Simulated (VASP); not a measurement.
# Be12Ga in VASP: a series of runs

One slab, Be12Ga, is run at these levels: PBE; tasks: single point, relaxation of the atoms.

Everything below comes from runs of VASP 6.6.1. Logs are shortened: lines on timing, memory, paths and dates and some standing lists are left out, and cuts for length are marked.

## 1. Starting point

The cell holds a slab with vacuum, 13 atoms: a = 4.580 Å, b = 4.580 Å, c = 14.588 Å, α = 90.00°, β = 90.00°, γ = 60.00°.

The cell was built by a generator and needn't be a form met in nature.

## 2. Single point, PBE

Contents of INCAR:

```
  PREC = Accurate
  ENCUT = 520
  EDIFF = 1E-6
  ISMEAR = -1
  SIGMA = 0.1
  LREAL = False
  LASPH = True
  NELM = 100
  ALGO = Fast
  ISIF = 2
  LWAVE = False
  LCHARG = False
  GGA = PE
  NBANDS = 30
```

Contents of KPOINTS:

```
Automatic mesh
0
Gamma
  6 6 1
```

Contents of POSCAR:

```
Be12Ga
1.0
    4.5800000000      0.0000000000      0.0000000000
    2.2900000000      3.9663960000      0.0000000000
    0.0000000000      0.0000000000     14.5884300000
Be Ga
12 1
Direct
    0.0000000000      0.0000000000      0.0685475000
    0.5000000000      0.0000000000      0.0685475000
    0.0000000000      0.5000000000      0.0685475000
    0.5000000000      0.5000000000      0.0685475000
   -0.1666869414      0.3332966210      0.1940917371
    0.3342816142      0.3314728432      0.1936341714
   -0.1685659058      0.8343093802      0.1936545761
    0.3342778893      0.8342838185      0.1936802532
   -0.0010323491      0.0021558181      0.3173892665
    0.4999080249      0.0002157481      0.3241398729
   -0.0012475994      0.4992425695      0.3172908678
    0.5019373752      0.4992115634      0.3173759772
    0.1653085018      0.6667523194      0.4700583294
```

Potentials or basis: VASP PAW PBE potentials, release 64 (Be, Ga_d).

Started as:

```console
$ cat potpaw_PBE.64/Be/POTCAR potpaw_PBE.64/Ga_d/POTCAR > POTCAR
$ mpirun -np 1 vasp_std > vasp.out
```

OUTCAR:

```text
PREC = Accurate
   ENCUT = 520
   EDIFF = 1E-6
   ISMEAR = -1
   LREAL = False
   LASPH = True
   NELM = 100
   ISIF = 2
   GGA = PE

 ion  position               nearest neighbor table
   1  0.000  0.000  0.069-   7 2.26   8 2.26   5 2.26   3 2.29   3 2.29   4 2.29   4 2.29   2 2.29
                             2 2.29
   2  0.500  0.000  0.069-   6 2.25   7 2.25   8 2.25   4 2.29   3 2.29   4 2.29   3 2.29   1 2.29
                             1 2.29
   3  0.000  0.500  0.069-   6 2.26   7 2.26   5 2.26   1 2.29   1 2.29   2 2.29   2 2.29   4 2.29
                             4 2.29
   4  0.500  0.500  0.069-   6 2.26   8 2.26   5 2.26   2 2.29   1 2.29   2 2.29   1 2.29   3 2.29
                             3 2.29
   5  0.833  0.333  0.194-  11 2.23   9 2.23  12 2.23   1 2.26   4 2.26   3 2.26   7 2.29   6 2.29
                             8 2.29   8 2.29   6 2.29   7 2.29
   6  0.334  0.331  0.194-  11 2.24  12 2.24   2 2.25   4 2.26   3 2.26   7 2.28   8 2.28   5 2.29
                             5 2.29   8 2.30   7 2.30  10 2.31
   7  0.831  0.834  0.194-  11 2.24   9 2.24   2 2.25   1 2.26   3 2.26   6 2.28   8 2.28   5 2.29
                             5 2.29   8 2.30   6 2.30  10 2.31
   8  0.334  0.834  0.194-  12 2.24   9 2.24   2 2.25   1 2.26   4 2.26   7 2.28   6 2.28   5 2.29
                             5 2.29   6 2.30   7 2.30  10 2.31
   9  0.999  0.002  0.317-   5 2.23   8 2.24   7 2.24  11 2.28  12 2.28  10 2.29  10 2.29  12 2.30
                            11 2.30  13 2.59
  10  0.500  0.000  0.324-  11 2.29   9 2.29  12 2.29  12 2.29   9 2.29  11 2.29   6 2.31   8 2.31
                             7 2.31
  11  0.999  0.499  0.317-   5 2.23   7 2.24   6 2.24  12 2.28   9 2.28  10 2.29  10 2.29   9 2.30
                            12 2.30  13 2.59
  12  0.502  0.499  0.317-   5 2.23   8 2.24   6 2.24  11 2.28   9 2.28  10 2.29  10 2.29   9 2.30
                            11 2.30  13 2.60
  13  0.165  0.667  0.470-  11 2.59   9 2.59  12 2.60

  LATTYP: Found a hexagonal cell.
 ALAT       =     4.5799996975
 C/A-ratio  =     3.1852469353

  Lattice vectors:

 A1 = (  -2.2900000000,  -3.9663960000,   0.0000000000)
 A2 = (   4.5800000000,   0.0000000000,   0.0000000000)
 A3 = (   0.0000000000,   0.0000000000,  14.5884300000)

Analysis of symmetry for initial positions (statically):
=====================================================================
 Subroutine PRICEL returns:
 Original cell was already a primitive cell.

 Routine SETGRP: Setting up the symmetry group for a
 hexagonal supercell.

 Subroutine GETGRP returns: Found  1 space group operations
 (whereof  1 operations were pure point group operations)
 out of a pool of 24 trial point group operations.

The static configuration has the point symmetry C_1 .

Analysis of symmetry for dynamics (positions and initial velocities):
=====================================================================
 Subroutine PRICEL returns:
 Original cell was already a primitive cell.

 Routine SETGRP: Setting up the symmetry group for a
 hexagonal supercell.

 Subroutine GETGRP returns: Found  1 space group operations
 (whereof  1 operations were pure point group operations)
 out of a pool of 24 trial point group operations.

The dynamic configuration has the point symmetry C_1 .

 Subroutine INISYM returns: Found  1 space group operations
 (whereof  1 operations are pure point group operations),
 and found     1 'primitive' translations

----------------------------------------------------------------------------------------

                                     Primitive cell

  volume of cell :     265.0148

  direct lattice vectors                    reciprocal lattice vectors
     4.580000000  0.000000000  0.000000000     0.218340611 -0.126059022  0.000000000
     2.290000000  3.966396000  0.000000000     0.000000000  0.252118044  0.000000000
     0.000000000  0.000000000 14.588430000     0.000000000  0.000000000  0.068547472

  length of vectors
     4.580000000  4.579999697 14.588430000     0.252118027  0.252118044  0.068547472

  position of ions in fractional coordinates (direct lattice)
     0.000000000  0.000000000  0.068547500
     0.500000000  0.000000000  0.068547500
     1.000000000  0.500000000  0.068547500
     0.500000000  0.500000000  0.068547500
     0.833313059  0.333296621  0.194091737
     0.334281614  0.331472843  0.193634171
     0.831434094  0.834309380  0.193654576
     0.334277889  0.834283818  0.193680253
     0.998967651  0.002155818  0.317389267
     0.499908025  0.000215748  0.324139873
     0.998752401  0.499242569  0.317290868
     0.501937375  0.499211563  0.317375977
     0.165308502  0.666752319  0.470058329

  ion indices of the primitive-cell ions
   primitive index   ion index
                 1           1
                 2           2
                 3           3
                 4           4
                 5           5
                 6           6
                 7           7
                 8           8
                 9           9
                10          10
                11          11
                12          12
                13          13

----------------------------------------------------------------------------------------

 KPOINTS: Automatic mesh

Automatic generation of k-mesh.
 Grid dimensions read from file:
 generate k-points for:    6    6    1

 Generating k-lattice:

  Cartesian coordinates                     Fractional coordinates (reciprocal lattice)
     0.036390102 -0.021009837  0.000000000     0.166666667 -0.000000000  0.000000000
     0.000000000  0.042019674  0.000000000     0.000000000  0.166666667  0.000000000
     0.000000000  0.000000000  0.068547472     0.000000000  0.000000000  1.000000000

  Length of vectors
     0.042019671  0.042019674  0.068547472

  Shift w.r.t. Gamma in fractional coordinates (k-lattice)
     0.000000000  0.000000000  0.000000000

 Subroutine IBZKPT returns following result:
 ===========================================

 Found     20 irreducible k-points:

 Following reciprocal coordinates:
            Coordinates               Weight
  0.000000  0.000000  0.000000      1.000000
  0.166667 -0.000000  0.000000      2.000000
  0.166667  0.166667  0.000000      2.000000
  0.000000  0.166667  0.000000      2.000000
  0.333333  0.000000  0.000000      2.000000
  0.333333  0.333333  0.000000      2.000000
[... 12 lines left out ...]
  0.500000 -0.333333  0.000000      2.000000
 -0.333333  0.333333  0.000000      2.000000
   k-points           NKPTS =     20   k-points in BZ     NKDIM =     20   number of bands    NBANDS=     30
   number of dos      NEDOS =    301   number of ions     NIONS =     13
   total plane-waves  NPLWV = 139968
   dimension x,y,z NGX =    36 NGY =   36 NGZ =  108
   dimension x,y,z NGXF=    72 NGYF=   72 NGZF=  216
   ions per type =              12   1
   NGX,Y,Z   is equivalent  to a cutoff of  13.07, 13.07, 12.31 a.u.
   NGXF,Y,Z  is equivalent  to a cutoff of  26.13, 26.13, 24.61 a.u.
 SYSTEM =  unknown system
   PREC   = accura    normal or accurate (medium, high low for compatibility)
   ISTART =      0    job   : 0-new  1-cont  2-samecut
   ICHARG =      2    charge: 1-file 2-atom 10-const
   ISPIN  =      1    spin polarized calculation?
   LNONCOLLINEAR =      F non collinear calculations
   LSORBIT =      F    spin-orbit coupling
   LASPH  =      T    aspherical Exc in radial PAW
   ENCUT  =  520.0 eV  38.22 Ry    6.18 a.u.   8.52  8.52 27.12*2*pi/ulx,y,z
   NELM   =    100;   NELMIN=  2; NELMDL= -5     # of ELM steps
   EDIFF  = 0.1E-05   stopping-criterion for ELM
   LREAL  =      F    real-space projection
[... 7 lines left out ...]
   TEBEG  =    0.0;   TEEND  =   0.0 temperature during run
   PSTRESS=    0.0 pullay stress
   NELECT =      37.0000    total number of electrons
   NUPDOWN=      -1.0000    fix difference up-down
   EMIN   =  10.00;   EMAX   =-10.00  energy-range for DOS
   EFERMI =   0.00;   METHOD = LEGACY
   ISMEAR =    -1;   SIGMA  =   0.10  broadening in eV -4-tet -1-fermi 0-gaus
   EFERMI_NEDOS =   21; number of points for ismear=-14 and -15
   IALGO  =     68    algorithm
   IMIX   =      4    mixing-type and parameters
     AMIX     =   0.40;   BMIX     =  1.00
     AMIX_MAG =   1.60;   BMIX_MAG =  1.00
  volume/ion in A,a.u.               =      20.39       137.57
  Fermi-wavevector in a.u.,A,eV,Ry     =   0.849282  1.604911  9.813614  0.721280
  Thomas-Fermi vector in A             =   1.965079
   LORBIT       =      0    0 simple, 1 ext, 2 COOP (PROOUT), +10 PAW based schemes
   GGA     = PE    functional components
   LHFCALC =     F    Hartree Fock is set to
   AEXX    =    0.0000 exact exchange contribution
   IVDW    =     0    specifies the selected vdW correction
   LEPSILON=     F    determine dielectric tensor
   LRPA    =     F    only Hartree local field effects (RPA)
 non-spin polarized calculation
 RMM-DIIS sequential band-by-band and
  energy-cutoff  :      520.00
  volume of cell :      265.01
 maximum number of plane-waves:      7165
 NGX is ok and might be reduce to    36
   NGX = 17   NGY = 17   NGZ = 55

 number of electron      36.9999981 magnetization

 Free energy of the ion-electron system (eV)
  ---------------------------------------------------
  ext. energy  EPLUGINS =         0.00000000
  ---------------------------------------------------
  free energy    TOTEN  =       -44.14508996 eV

  energy without entropy =      -44.03934654  energy(sigma->0) =      -44.09221825

 E-fermi :   0.0420     XC(G=0):  -6.2039

 val. band max:       -0.1505803652   @ k =   0.0000   0.3333   0.0000
 cond. band min:       0.0811010300   @ k =   0.5000   0.1667   0.0000
 fundamental gap:      0.2316813952
 Fermi energy:         0.0420492611

 k-point     1 :       0.0000    0.0000    0.0000
  band No.  band energies     occupation
      1     -14.5142      2.00000
      2     -14.5142      2.00000
      3     -14.4663      2.00000
      4     -14.4660      2.00000
      5     -14.4535      2.00000
      6      -9.6061      2.00000
[... 22 lines left out ...]
     29       5.1155      0.00000
     30       5.8587      0.00000

 k-point     2 :       0.1667   -0.0000    0.0000
  band No.  band energies     occupation
      1     -14.5143      2.00000
      2     -14.5130      2.00000
      3     -14.4668      2.00000
      4     -14.4665      2.00000
      5     -14.4530      2.00000
      6      -9.4073      2.00000
[... 22 lines left out ...]
     29       5.0862      0.00000
     30       5.8294      0.00000

 k-point     3 :       0.1667    0.1667    0.0000
  band No.  band energies     occupation
      1     -14.5142      2.00000
      2     -14.5130      2.00000
      3     -14.4671      2.00000
      4     -14.4662      2.00000
      5     -14.4530      2.00000
      6      -9.4073      2.00000
[... 22 lines left out ...]
     29       5.0560      0.00000
     30       5.7172      0.00000

 k-point     4 :       0.0000    0.1667    0.0000
  band No.  band energies     occupation
      1     -14.5143      2.00000
      2     -14.5130      2.00000
      3     -14.4670      2.00000
      4     -14.4663      2.00000
      5     -14.4530      2.00000
      6      -9.4073      2.00000
[... 484 lines left out ...]
     29       5.7513      0.00000
     30       6.3205      0.00000

 k-point    19 :       0.5000   -0.3333    0.0000
  band No.  band energies     occupation
      1     -14.5137      2.00000
      2     -14.5104      2.00000
      3     -14.4689      2.00000
      4     -14.4672      2.00000
      5     -14.4513      2.00000
      6      -8.2184      2.00000
[... 22 lines left out ...]
     29       5.6981      0.00000
     30       6.1240      0.00000

 k-point    20 :      -0.3333    0.3333    0.0000
  band No.  band energies     occupation
      1     -14.5119      2.00000
      2     -14.5117      2.00000
      3     -14.4685      2.00000
      4     -14.4681      2.00000
      5     -14.4511      2.00000
      6      -7.3165      2.00000
[... 22 lines left out ...]
     29       6.2803      0.00000
     30       6.9703      0.00000

------------------------ aborting loop because EDIFF is reached ----------------------------------------

  FORCE on cell =-STRESS in cart. coord.  units (eV):
  Direction    XX          YY          ZZ          XY          YZ          ZX
  --------------------------------------------------------------------------------------
  -------------------------------------------------------------------------------------
  Total       -9.2574512     -9.2467786      0.0599149      0.0019489     -0.0140607      0.0011412
  in kB      -55.9669846    -55.9024619      0.3622225      0.0117821     -0.0850053      0.0068991
  external PRESSURE =     -37.1690747 kB  Pullay stress =       0.0000000 kB

 VOLUME and BASIS-vectors are now :
 -----------------------------------------------------------------------------
  energy-cutoff  :      520.00
  volume of cell :      265.01
      direct lattice vectors                 reciprocal lattice vectors
     4.580000000  0.000000000  0.000000000     0.218340611 -0.126059022  0.000000000
     2.290000000  3.966396000  0.000000000     0.000000000  0.252118044  0.000000000
     0.000000000  0.000000000 14.588430000     0.000000000  0.000000000  0.068547472

 POSITION                                       TOTAL-FORCE (eV/Angst)
 -----------------------------------------------------------------------------------
      0.00000      0.00000      1.00000         0.000761      0.107113     -0.008513
      2.29000      0.00000      1.00000        -0.000711     -0.000208      0.006708
      1.14500      1.98320      1.00000        -0.093175     -0.053435     -0.009736
      3.43500      1.98320      1.00000         0.093230     -0.052545     -0.008506
      4.57982      1.32199      2.83149        -0.000052      0.001887     -0.001542
      2.29008      1.31475      2.82482        -0.000165      0.001429      0.003130
      5.71854      3.30920      2.82512         0.000733      0.000918     -0.000603
      3.44150      3.30910      2.82549        -0.000267      0.000755     -0.000717
      4.58021      0.00855      4.63021        -0.001240      0.003506      0.000927
      2.29007      0.00086      4.72869        -0.000212     -0.000331      0.003033
      5.71755      1.98019      4.62878         0.001547     -0.005316      0.004504
      3.44207      1.98007      4.63002        -0.000342     -0.003054      0.005006
      2.28398      2.64460      6.85741        -0.000105     -0.000720      0.006310
 -----------------------------------------------------------------------------------
    total drift:                               -0.000586      0.000025     -0.001278

  FREE ENERGIE OF THE ION-ELECTRON SYSTEM (eV)
  ---------------------------------------------------
  free  energy   TOTEN  =       -44.1450899608 eV

  energy  without entropy=      -44.0393465406  energy(sigma->0) =      -44.09221825
```

Wall time 2.7 min (1 thread of AMD EPYC 9R45 (Zen 5), shared host); peak memory 0.38 GiB.

What came out:

```yaml
Free_energy: -44.1451 eV
Largest_force: 0.108 eV/Å
Band_gap_on_the_k_mesh: none (metal or under the smearing width)
```

Forces on the atoms (eV/Å):
```
Be   0.001  0.107 -0.009
Be  -0.001  0.000  0.007
Be  -0.093 -0.053 -0.010
Be   0.093 -0.053 -0.009
Be   0.000  0.002 -0.002
Be   0.000  0.001  0.003
Be   0.001  0.001 -0.001
Be   0.000  0.001 -0.001
Be  -0.001  0.004  0.001
Be   0.000  0.000  0.003
Be   0.002 -0.005  0.005
Be   0.000 -0.003  0.005
Ga   0.000 -0.001  0.006
```

## 3. Relaxation of the atoms, PBE

Contents of INCAR:

```
SYSTEM = Be12Ga
PREC = Accurate
ENCUT = 520
EDIFF = 1E-7
ISMEAR = -1
SIGMA = 0.1
LREAL = .False.
LASPH = .True.
NELM = 80
ALGO = Fast
ISIF = 2
LWAVE = .False.
LCHARG = .False.
GGA = PE
IBRION = 2
NSW = 80
EDIFFG = -0.03
```

Contents of KPOINTS:

```
regular mesh
0
Gamma
  6 6 1
  0 0 0
```

Contents of POSCAR:

```
Be12Ga
1.0
    4.5800000000      0.0000000000      0.0000000000
    2.2900000000      3.9663960000      0.0000000000
    0.0000000000      0.0000000000     14.5884300000
Be Ga
12 1
Selective dynamics
Direct
    0.0000000000      0.0000000000      0.0685475000  F F F
    0.5000000000      0.0000000000      0.0685475000  F F F
    0.0000000000      0.5000000000      0.0685475000  F F F
    0.5000000000      0.5000000000      0.0685475000  F F F
   -0.1666667000      0.3333333000      0.1915364000  T T T
    0.3333333000      0.3333333000      0.1915364000  T T T
   -0.1666667000      0.8333333000      0.1915364000  T T T
    0.3333333000      0.8333333000      0.1915364000  T T T
    0.0000000000      0.0000000000      0.3145253000  T T T
    0.5000000000      0.0000000000      0.3145253000  T T T
    0.0000000000      0.5000000000      0.3145253000  T T T
    0.5000000000      0.5000000000      0.3145253000  T T T
    0.2410716000      0.5263099000      0.4475074000  T T T
```

Potentials or basis: VASP PAW PBE potentials, release 64 (Be, Ga_d).

Started as:

```console
$ cat potpaw_PBE.64/Be/POTCAR potpaw_PBE.64/Ga_d/POTCAR > POTCAR
$ mpirun -np 1 vasp_std > vasp.out
```

It took 22 min on 1 thread of AMD EPYC 9R45 (Zen 5), shared host; peak memory 0.39 GiB.

It converged, with:

```yaml
Free_energy: -44.1389 eV
Energy_gained_by_relaxing: 19.4 meV/atom
Ionic_steps: 13
Band_gap_on_the_k_mesh: none (metal or under the smearing width)
```

Step by step:
```
step  energy change (eV)  largest force (eV/Å)  pressure (GPa)
   1              0.0000                1.5387           -2.47
   2             -0.1429                0.8437           -2.70
   3             -0.1876                0.4038           -2.82
   4             -0.1879                0.3618           -2.81
   5             -0.2107                0.2393           -2.93
   6             -0.2225                0.2082           -3.06
   7             -0.2289                0.2067           -3.14
   8             -0.2383                0.2086           -3.34
   9             -0.2450                0.1721           -3.46
  10             -0.2489                0.1238           -3.63
  11             -0.2510                0.1222           -3.74
  12             -0.2510                0.1222           -3.74
  13             -0.2516                0.1270           -3.77
```

Final structure:
```yaml
crystal:
  lattice:
    - [4.58000, 0.00000, 0.00000]
    - [2.29000, 3.96640, 0.00000]
    - [0.00000, 0.00000, 14.58843]
  atoms:
    - { symbol: Be, position: [0.00000, 0.00000, 0.06855] }
    - { symbol: Be, position: [0.50000, 0.00000, 0.06855] }
    - { symbol: Be, position: [0.00000, 0.50000, 0.06855] }
    - { symbol: Be, position: [0.50000, 0.50000, 0.06855] }
    - { symbol: Be, position: [0.83521, 0.32986, 0.19410] }
    - { symbol: Be, position: [0.33413, 0.33170, 0.19277] }
    - { symbol: Be, position: [0.83188, 0.83473, 0.19429] }
    - { symbol: Be, position: [0.33335, 0.83481, 0.19421] }
    - { symbol: Be, position: [0.00100, 0.99806, 0.32142] }
    - { symbol: Be, position: [0.49998, 0.00006, 0.32313] }
    - { symbol: Be, position: [0.99840, 0.49854, 0.31647] }
    - { symbol: Be, position: [0.50328, 0.49851, 0.31620] }
    - { symbol: Ga, position: [0.23554, 0.53582, 0.47114] }
```

Levels at points of the mesh, in eV from the Fermi level:
```
           k point  band 14  band 15  band 16  band 17  band 18  band 19  band 20  band 21  band 22  band 23
(0.00, 0.00, 0.00)    -2.06    -1.98    -1.79    -1.77    -1.75    -1.32     1.88     2.22     2.48     3.06
(0.50, 0.00, 0.00)    -2.30    -2.26    -1.53    -0.38     0.16     0.25     0.45     2.38     2.56     3.31
(0.50, 0.50, 0.00)    -2.30    -2.26    -1.53    -0.38     0.16     0.25     0.45     2.38     2.56     3.31
(0.00, 0.50, 0.00)    -2.28    -2.27    -1.55    -0.39     0.14     0.25     0.45     2.45     2.49     3.32
```

(Continued in part 2 of 2.)
